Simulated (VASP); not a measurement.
Data:

```
Cu3P
1.0
    3.97501     0.00000     0.00000
   -1.98751     3.44246     0.00000
    0.00000     0.00000     7.16691
Cu P
6 2
Direct
  0.33333   0.66667   0.60934
  0.66667   0.33333   0.39066
  0.33333   0.66667   0.96128
  0.66667   0.33333   0.03872
  0.00000   0.00000   0.81167
  0.00000   0.00000   0.18833
  0.66667   0.33333   0.71632
  0.33333   0.66667   0.28368
```

These are PBEsol GGA, VASP's PBE PAW potentials (set 64) (plane waves; VASP) values and carry that method's errors. Settings: 400 eV cut-off, 10×10×5 Γ-centred mesh, tetrahedra with Blöchl corrections, potentials Cu P.

### Question
What does the run give for the energy per atom (σ→0), band gap (on the k-mesh) with the smallest direct gap where there is one?

### Answer

```
Property                                                     Value
------------------------  ----------------------------------------
band gap (on the k-mesh)  none (metal, semimetal or under 0.01 eV)
energy per atom (σ→0)                               -4.698 eV/atom
```

The structure comes from a computed database's Cu3P entry (P-3m1); how it stands against other phases isn't given here. It was relaxed first.
